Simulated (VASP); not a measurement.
OSZICAR of a VASP run on LiH (rock salt):

OSZICAR:
```
       N       E                     dE             d eps       ncg     rms          rms(c)
DAV:   1    -0.106486138791E+01   -0.10649E+01   -0.15708E+03   570   0.615E+02
DAV:   2    -0.625829887023E+01   -0.51934E+01   -0.51934E+01   804   0.703E+01
DAV:   3    -0.636942435453E+01   -0.11113E+00   -0.11113E+00   696   0.922E+00
DAV:   4    -0.636997728437E+01   -0.55293E-03   -0.55293E-03   780   0.630E-01
DAV:   5    -0.636998228391E+01   -0.49995E-05   -0.49995E-05   714   0.340E-02    0.288E+00
DAV:   6    -0.618676092816E+01    0.18322E+00   -0.15444E-01   660   0.179E+00    0.145E+00
DAV:   7    -0.612514744020E+01    0.61613E-01   -0.20522E-01   726   0.229E+00    0.223E-01
DAV:   8    -0.612702856408E+01   -0.18811E-02   -0.55099E-03   678   0.655E-01    0.436E-02
DAV:   9    -0.612697593906E+01    0.52625E-04   -0.21856E-04   816   0.881E-02    0.944E-03
DAV:  10    -0.612697160935E+01    0.43297E-05   -0.62356E-06   630   0.227E-02    0.258E-03
DAV:  11    -0.612697072172E+01    0.88763E-06   -0.38395E-07   414   0.540E-03
   1 F= -.61269707E+01 E0= -.61269707E+01  d E =-.612697E+01
```

Task: Which electronic solver shows in the log?

Result: It is blocked Davidson (ALGO = Normal, or the opening steps of other solvers). The INCAR had ALGO = Normal.

Task: Can the final energy be trusted as converged?

Result: The calculation finished and met its thresholds. It stopped with EDIFF = 1E-6, NELM = 100, NSW = 60 and EDIFFG = -0.01 after 1 ionic step (PBE GGA, plane waves, VASP's PBE PAW potentials (set 64)).

The compound is LiH in the rock salt structure. It was relaxed first, which changed the volume by -6 %. The start is the result of an earlier pass.
